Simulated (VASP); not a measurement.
**SnSe2: from the relaxed cell to its vibrations**

What lattice, stiffness and vibrations does SnSe2 have at one level of theory? The starting structure is a measured crystal structure from the Crystallography Open Database. All runs use LDA.

Program: VASP 6.6.1. Level of theory: Kohn-Sham DFT with plane waves and PAW; LDA. Results are calculated unless marked as measured.

## Step 1: Starting point

It takes space group P-3m1 (No. 164, trigonal). Conventional cell: a = 3.811 Å, b = 3.811 Å, c = 6.136 Å, α = 90.00°, β = 90.00°, γ = 120.00°. Nearest to Sn lie 6 Se at 2.68 Å. Se has 3 Sn at 2.68 Å nearest. Farther neighbours and most contacts between anions are not listed.

Structure file:

```xyz
3
Lattice="3.8110 0.0000 0.0000 -1.9055 3.3004 0.0000 0.0000 0.0000 6.1360" Properties=species:S:1:pos:R:3 pbc="T T T"
Sn    0.0000    0.0000    0.0000
Se    1.9055    1.1001    4.6081
Se    0.0000    2.2003    1.5279
```

## Step 2: Relaxation

This run starts from the cell of an earlier relaxation, which isn't shown; the restart sets up the plane waves anew.

The input, INCAR:

```
SYSTEM = SnSe2
PREC = Accurate
ENCUT = 500
EDIFF = 1E-07
NELM = 100
ISMEAR = 0
SIGMA = 0.03
LREAL = .FALSE.
ALGO = Normal
GGA = CA
NBANDS = 19
LORBIT = 11
LWAVE = .FALSE.
LCHARG = .FALSE.
KPAR = 4
IBRION = 2
NSW = 50
ISIF = 3
EDIFFG = -0.002
```

The input, POSCAR:

```
SnSe2
1.0
    3.8073632965      0.0000000000      0.0000000000
   -1.9036816483      3.2972733362      0.0000000000
    0.0000000000      0.0000000000      5.8853863904
Sn Se
1 2
Direct
    0.0000000000      0.0000000000      0.0000000000
    0.6666666667      0.3333333333      0.7322995292
    0.3333333333      0.6666666667      0.2677004708
```

The input, KPOINTS:

```
Automatic mesh
0
Gamma
6 6 4
0 0 0
```

Potentials, in the order of the species: Sn_d and Se (LDA family, release 64).

Started as:

```
$ mpirun -np 4 vasp_std
```

Output:

```text
[banner, memory and clock lines left out]
running    4 mpi-ranks, on    1 nodes
 distrk:  each k-point on    1 cores,    4 groups
 distr:  one band on    1 cores,    1 groups

 POSCAR found type information on POSCAR SnSe
 POSCAR found :  2 types and       3 ions
 LDA part: xc-table for (Slater(with rela. corr.)+CA(PZ))
 , standard interpolation
 POSCAR, INCAR and KPOINTS ok, starting setup
 FFT: planning ... GRIDC
 FFT: planning ... GRID_SOFT
 FFT: planning ... GRID
 WAVECAR not read
 entering main loop
       N       E                     dE             d eps       ncg     rms          rms(c)
DAV:   1     0.197543458885E+03    0.19754E+03   -0.11994E+04   929   0.155E+03
DAV:   2     0.934053316293E+01   -0.18820E+03   -0.18214E+03   983   0.382E+02
DAV:   3    -0.131770397553E+02   -0.22518E+02   -0.21758E+02  1097   0.116E+02
DAV:   4    -0.140506873936E+02   -0.87365E+00   -0.87108E+00  1099   0.233E+01
DAV:   5    -0.140706663431E+02   -0.19979E-01   -0.19977E-01  1246   0.376E+00    0.527E+00
DAV:   6    -0.138152290125E+02    0.25544E+00   -0.50006E-01  1338   0.755E+00    0.336E+00
DAV:   7    -0.137844364918E+02    0.30793E-01   -0.14055E-01  1056   0.233E+00    0.968E-01
DAV:   8    -0.137812640370E+02    0.31725E-02   -0.97884E-03  1174   0.965E-01    0.270E-01
DAV:   9    -0.137810242623E+02    0.23977E-03   -0.11084E-03   995   0.239E-01    0.800E-02
DAV:  10    -0.137810224206E+02    0.18418E-05   -0.88862E-05  1061   0.631E-02    0.291E-02
DAV:  11    -0.137810243568E+02   -0.19362E-05   -0.10662E-05   983   0.196E-02    0.459E-03
DAV:  12    -0.137810240748E+02    0.28200E-06   -0.96036E-07  1169   0.659E-03    0.415E-03
DAV:  13    -0.137810241407E+02   -0.65907E-07   -0.27549E-07   978   0.416E-03
   1 F= -.13781024E+02 E0= -.13781024E+02  d E =-.137810E+02
 curvature:   0.00 expect dE= 0.000E+00 dE for cont linesearch  0.000E+00
 trial: gam= 0.00000 g(F)=  0.319E-06 g(S)=  0.382E-07 ort = 0.000E+00 (trialstep = 0.100E+01)
 search vector abs. value=  0.357E-06
 reached required accuracy - stopping structural energy minimisation
```

Elapsed: 17 s, on 4 MPI ranks of AMD EPYC 7R13 (Zen 3), shared host; peak memory 0.61 GiB.

Lines that name or quote the potential files are left out of all logs, and their timing lines are given in words.

Parts of OUTCAR (step 2):

```text
ion  position               nearest neighbor table
   1  0.000  0.000  0.000-   2 2.70   3 2.70   2 2.70   3 2.70   2 2.70   3 2.70
   2  0.667  0.333  0.732-   1 2.70   1 2.70   1 2.70
   3  0.333  0.667  0.268-   1 2.70   1 2.70   1 2.70

  LATTYP: Found a hexagonal cell.
 ALAT       =     3.8073632965
 C/A-ratio  =     1.5457905989

 Subroutine GETGRP returns: Found 12 space group operations
 (whereof 12 operations were pure point group operations)

The static configuration has the point symmetry D_3d.

 Found     24 irreducible k-points:

   k-points           NKPTS =     24   k-points in BZ     NKDIM =     24   number of bands    NBANDS=     19

   dimension x,y,z NGX =    28 NGY =   28 NGZ =   48
   dimension x,y,z NGXF=    56 NGYF=   56 NGZF=   96

   ENCUT  =  500.0 eV  36.75 Ry    6.06 a.u.   6.94  6.94 10.73*2*pi/ulx,y,z

   NELECT =      26.0000    total number of electrons

 k-points in reciprocal lattice and weights: Automatic mesh
   0.00000000  0.00000000  0.00000000       0.007
   0.16666667 -0.00000000  0.00000000       0.042
   0.33333333 -0.00000000  0.00000000       0.042
   0.50000000  0.00000000  0.00000000       0.021
   0.16666667  0.16666667  0.00000000       0.042
   0.33333333  0.16666667  0.00000000       0.083
   0.33333333  0.33333333  0.00000000       0.014
   0.00000000  0.00000000  0.25000000       0.014
   0.16666667 -0.00000000  0.25000000       0.042
[...]
0.33333333  0.16666667  0.50000000       0.083
   0.33333333  0.33333333  0.50000000       0.014

 average (electrostatic) potential at core
       1-101.8895       2 -59.0805       3 -59.0805

 E-fermi :   4.9149

 k-point     1 :       0.0000    0.0000    0.0000
  band No.  band energies     occupation
    ...
      9       4.0065      2.00000
     10       4.0065      2.00000
     11       4.1725      2.00000
     12       4.1725      2.00000
     13       4.7512      2.00000
     14       5.4049      0.00000
     15       7.5488      0.00000
     16       9.2155      0.00000
     17       9.2155      0.00000
     18      12.9002      0.00000
    ...

 k-point     2 :       0.1667   -0.0000    0.0000
  band No.  band energies     occupation
    ...
      9       1.8452      2.00000
     10       2.9544      2.00000
     11       3.1051      2.00000
     12       4.5646      2.00000
     13       4.7745      2.00000
     14       6.7996      0.00000
     15       8.2084      0.00000
     16       9.2087      0.00000
     17       9.5464      0.00000
     18      11.6390      0.00000
    ...

 k-point     3 :       0.3333   -0.0000    0.0000
  band No.  band energies     occupation
    ...
      9       0.4670      2.00000
     10       1.5099      2.00000
     11       2.2629      2.00000
     12       3.8746      2.00000
     13       4.5034      2.00000
     14       6.1706      0.00000
     15       8.3440      0.00000
     16       9.6789      0.00000
     17      10.0329      0.00000
     18      11.0724      0.00000
    ...

  Total       -0.0006703     -0.0006703      0.0012145      0.0000000     -0.0000000      0.0000000
  in kB       -0.0145346     -0.0145346      0.0263373      0.0000000     -0.0000000      0.0000000
  external PRESSURE =      -0.0009106 kB  Pullay stress =       0.0000000 kB

  energy-cutoff  :      500.00
  volume of cell :       73.88
      direct lattice vectors                 reciprocal lattice vectors
     3.807363297  0.000000000  0.000000000     0.262648957  0.151640446  0.000000000
    -1.903681648  3.297273336  0.000000000     0.000000000  0.303280892  0.000000000
     0.000000000  0.000000000  5.885386390     0.000000000  0.000000000  0.169912379

 POSITION                                       TOTAL-FORCE (eV/Angst)
 -----------------------------------------------------------------------------------
      0.00000      0.00000      0.00000         0.000000      0.000000      0.000000
      1.90368      1.09909      4.30987        -0.000000     -0.000000     -0.001818
     -0.00000      2.19818      1.57552        -0.000000      0.000000      0.001818
 -----------------------------------------------------------------------------------
    total drift:                               -0.000000      0.000000      0.000000

  FREE ENERGIE OF THE ION-ELECTRON SYSTEM (eV)
  ---------------------------------------------------
  free  energy   TOTEN  =       -13.7810241407 eV

  energy  without entropy=      -13.7810241407  energy(sigma->0) =      -13.78102414

 reached required accuracy - stopping structural energy minimisation

 total charge
# of ion       s       p       d       tot
------------------------------------------
    1        1.082   1.054  10.100  12.236
    2        1.492   2.300   0.030   3.822
    3        1.492   2.300   0.030   3.822
--------------------------------------------------
tot          4.066   5.654  10.160  19.880

[... 3 further parts left out ...]
```

The run keeps the 12 symmetry operations of its start, so it cannot find a distortion of lower symmetry.

The relaxed cell holds 24.628 Å³ an atom, with a = 3.807 Å (-0.1 % against the database cell) and c = 5.885 Å (-4.1 % against the database cell). Pressures at 0.985 and 1.015 times this volume, from two more relaxations that aren't shown, give a bulk modulus of 32.5 GPa.

## Step 3: Elastic constants

The input, INCAR:

```
SYSTEM = SnSe2
PREC = Accurate
ENCUT = 700
EDIFF = 1E-08
NELM = 100
ISMEAR = 0
SIGMA = 0.03
LREAL = .FALSE.
ALGO = Normal
GGA = CA
NBANDS = 19
LORBIT = 11
LWAVE = .FALSE.
LCHARG = .FALSE.
KPAR = 4
IBRION = 6
NFREE = 2
POTIM = 0.015
ISIF = 3
NSW = 1
KBLOWUP = .FALSE.
```

POSCAR is that of step 2.

The input, KPOINTS:

```
Automatic mesh
0
Gamma
9 9 4
0 0 0
```

Started as:

```
$ mpirun -np 4 vasp_std
```

Output:

```text
[banner, memory and clock lines left out]
running    4 mpi-ranks, on    1 nodes
[...]
LDA part: xc-table for (Slater(with rela. corr.)+CA(PZ))
 , standard interpolation
 POSCAR, INCAR and KPOINTS ok, starting setup
[...]
WARNING: random wavefunctions but no delay for mixing, default for NELMDL
 entering main loop
       N       E                     dE             d eps       ncg     rms          rms(c)
DAV:   1     0.229059493286E+03    0.22906E+03   -0.14399E+04  1657   0.193E+03
DAV:   2     0.138698875270E+02   -0.21519E+03   -0.20870E+03  1733   0.461E+02
DAV:   3    -0.129664742267E+02   -0.26836E+02   -0.25844E+02  2021   0.130E+02
DAV:   4    -0.140583996891E+02   -0.10919E+01   -0.10891E+01  1965   0.257E+01
[...]
DAV:  13    -0.137945056111E+02   -0.62204E-07   -0.26177E-07  1820   0.416E-03    0.146E-03
DAV:  14    -0.137945055994E+02    0.11674E-07   -0.42518E-08  1759   0.128E-03    0.439E-04
DAV:  15    -0.137945055996E+02   -0.26193E-09   -0.37599E-09   889   0.435E-04
[...]
2 F= -.13787892E+02 E0= -.13787892E+02  d E =-.270458E-10
   3 F= -.13788437E+02 E0= -.13788437E+02  d E =-.378138E-12
   4 F= -.13787846E+02 E0= -.13787846E+02  d E =-.871168E-11
   5 F= -.13788488E+02 E0= -.13788488E+02  d E =-.152064E-14
   6 F= -.13789177E+02 E0= -.13789177E+02  d E =-.324660E-21
   7 F= -.13787554E+02 E0= -.13787554E+02  d E =-.106638E-11
   8 F= -.13792489E+02 E0= -.13792489E+02  d E =-.762078E-11
   9 F= -.13792489E+02 E0= -.13792489E+02  d E =-.760078E-11
  10 F= -.13792638E+02 E0= -.13792638E+02  d E =-.203542E-14
  11 F= -.13792642E+02 E0= -.13792642E+02  d E =-.294092E-14
  12 F= -.13792649E+02 E0= -.13792649E+02  d E =-.161191E-14
  13 F= -.13792649E+02 E0= -.13792649E+02  d E =-.161200E-14
  14 F= -.13793915E+02 E0= -.13793915E+02  d E =-.996784E-15
  15 F= -.13793915E+02 E0= -.13793915E+02  d E =-.993979E-15
  16 F= -.13792874E+02 E0= -.13792874E+02  d E =-.145039E-14
  17 F= -.13792874E+02 E0= -.13792874E+02  d E =-.144893E-14
  18 F= -.13794089E+02 E0= -.13794089E+02  d E =-.828057E-15
  19 F= -.13794089E+02 E0= -.13794089E+02  d E =-.832693E-15
  20 F= -.13793209E+02 E0= -.13793209E+02  d E =-.432169E-13
  21 F= -.13793927E+02 E0= -.13793927E+02  d E =-.218989E-16
 Finite differences progress:
  Degree of freedom:  10/ 10
  Displacement:        2/  2
  Total:              20/ 20
```

Run time: 34 min. Hardware: 4 MPI ranks; peak memory 2.6 GiB; 2.3 h of CPU time.

OUTCAR, selected parts (step 3):

```text
  Total       -0.1085741     -0.1085741     -0.1570928      0.0000000     -0.0000000     -0.0000000
  in kB       -2.3544119     -2.3544119     -3.4065341      0.0000000     -0.0000000     -0.0000000
  external PRESSURE =      -2.7051193 kB  Pullay stress =       0.0000000 kB

 POSITION                                       TOTAL-FORCE (eV/Angst)
 -----------------------------------------------------------------------------------
      0.00000      0.00000      0.00000         0.000000     -0.000000     -0.108443
      1.90368      1.09909      4.29487        -0.000000      0.000000      0.101372
     -0.00000      2.19818      1.57552        -0.000000      0.000000      0.007072
 -----------------------------------------------------------------------------------
    total drift:                                0.000000      0.000000      0.000063

  FREE ENERGIE OF THE ION-ELECTRON SYSTEM (eV)
  ---------------------------------------------------
  free  energy   TOTEN  =       -13.7939267170 eV

  energy  without entropy=      -13.7939267170  energy(sigma->0) =      -13.79392672

[... 3 further parts left out ...]
[key lines of the parts left out:]
E-fermi :   5.0148
```

The last energy, forces and stress in OUTCAR belong to the last displaced cell, not to that of POSCAR.

The elastic tensor has C11 = 109.5, C12 = 33.4, C44 = 11.3 GPa, among others; its Hill averages are a bulk modulus of 38.2 and a shear modulus of 20.0 GPa.

## Step 4: Modes of the relaxed cell

The input, INCAR:

```
SYSTEM = SnSe2
PREC = Accurate
ENCUT = 500
EDIFF = 1E-08
NELM = 100
ISMEAR = 0
SIGMA = 0.03
LREAL = .FALSE.
ALGO = Normal
GGA = CA
NBANDS = 19
LORBIT = 11
LWAVE = .FALSE.
LCHARG = .FALSE.
KPAR = 4
IBRION = 8
LEPSILON = .TRUE.
LPEAD = .TRUE.
ISIF = 2
```

POSCAR is that of step 3.

The input, KPOINTS:

```
Automatic mesh
0
Gamma
12 12 8
0 0 0
```

Started as:

```
$ mpirun -np 4 vasp_std
```

Output:

```text
[... set-up lines as in an earlier step ...]
 entering main loop
       N       E                     dE             d eps       ncg     rms          rms(c)
DAV:   1     0.195666702501E+03    0.19567E+03   -0.12099E+04  5106   0.154E+03
DAV:   2     0.817732665602E+01   -0.18749E+03   -0.18145E+03  5323   0.381E+02
DAV:   3    -0.133146045659E+02   -0.21492E+02   -0.20879E+02  6043   0.115E+02
DAV:   4    -0.140636479650E+02   -0.74904E+00   -0.74725E+00  5954   0.222E+01
[...]
DAV:  13    -0.137948083546E+02   -0.60584E-07   -0.25170E-07  5486   0.410E-03    0.144E-03
DAV:  14    -0.137948083436E+02    0.11006E-07   -0.40405E-08  5357   0.125E-03    0.432E-04
DAV:  15    -0.137948083440E+02   -0.43929E-09   -0.36138E-09  2756   0.425E-04
   1 F= -.13794808E+02 E0= -.13794808E+02  d E =-.336868E-08
 Linear response reoptimize wavefunctions to high precision
DAV:   1    -0.137948083441E+02   -0.54115E-10   -0.44400E-10  3104   0.180E-04
 Linear response to external field (no local field effect), progress :
  Direction:   1
[...]
RMM:  12    -0.803940459389E-01   -0.93838E-08   -0.73769E-09 35637   0.960E-06    0.238E-07
 first order change of Fermi-energy   0.80632E-05
 force on displaced ion       2 direction 1 :  -3.696   0.000   0.000
 Born effective charge ion    2 direction 1 :  -2.611  -0.001  -0.000
 Linear response progress:
  Degree of freedom:   4/  4
       N       E                     dE             d eps       ncg     rms          rms(c)
RMM:   1    -0.995046834868E-01   -0.99505E-01    0.64584E-02 11055   0.154E+00
RMM:   2    -0.972976113598E-01    0.22071E-02   -0.23244E-03  8802   0.263E-01    0.942E-02
RMM:   3    -0.971717696236E-01    0.12584E-03   -0.26982E-04  9496   0.824E-02    0.445E-02
RMM:   4    -0.971659067627E-01    0.58629E-05   -0.63941E-05  9635   0.396E-02    0.196E-02
[...]
RMM:  11    -0.971822571452E-01   -0.17038E-09   -0.11024E-07 10513   0.230E-05    0.202E-06
RMM:  12    -0.971822798254E-01   -0.22680E-07   -0.12719E-08  9999   0.132E-05    0.528E-07
RMM:  13    -0.971822784841E-01    0.13413E-08   -0.56947E-09  7514   0.926E-06    0.236E-07
 first order change of Fermi-energy   0.43270E+00
 force on displaced ion       2 direction 3 :   0.000  -0.000  -8.398
 Born effective charge ion    2 direction 3 :   0.000   0.000  -1.340
 Born effective charges drift removed
 Linear response finished
```

Wall time 36 min (4 MPI ranks); peak memory 6.8 GiB; 2.4 h of CPU time.

From OUTCAR (step 4):

```text
  Total       -0.0372415     -0.0372415      0.0415719      0.0000000      0.0000000      0.0000000
  in kB       -0.8075760     -0.8075760      0.9014795      0.0000000      0.0000000      0.0000000
  external PRESSURE =      -0.2378908 kB  Pullay stress =       0.0000000 kB

 POSITION                                       TOTAL-FORCE (eV/Angst)
 -----------------------------------------------------------------------------------
      0.00000      0.00000      0.00000         0.000000      0.000000      0.000000
      1.90368      1.09909      4.30987         0.000000      0.000000     -0.017580
     -0.00000      2.19818      1.57552        -0.000000      0.000000      0.017580
 -----------------------------------------------------------------------------------
    total drift:                               -0.000000      0.000000     -0.000000

 MACROSCOPIC STATIC DIELECTRIC TENSOR (including local field effects in DFT)
 ------------------------------------------------------
          14.067185    -0.000000    -0.000000
          -0.000000    14.067185    -0.000000
           0.000000    -0.000000    14.954024
 ------------------------------------------------------

 MACROSCOPIC STATIC DIELECTRIC TENSOR IONIC CONTRIBUTION
 ------------------------------------------------------
          12.724841    -0.000000     0.000000
          -0.000000    12.724841     0.000000
           0.000000     0.000000     1.192164
 ------------------------------------------------------

[... 1 part as in an earlier step ...]

[... 1 further part left out ...]
```

The zone-centre modes at 24.628 Å³ an atom are A2u 241.8, A1g 180.9, Eu 145.3, Eg 127.9 cm⁻¹.

[end of part 1 of 2]

[Lines on the potential files, build, host, timing and source positions are cut from VASP's logs without a mark.]

[Logs are printed without paths, hosts, clocks, repeated set-up lines and the standing remarks that a program may print on its own settings, such as how far it seeks lower states.]

[Hosts, paths, dates, database ids (printed as entryN), source tags and the programs' standing remarks are cut or masked in the printed files.]
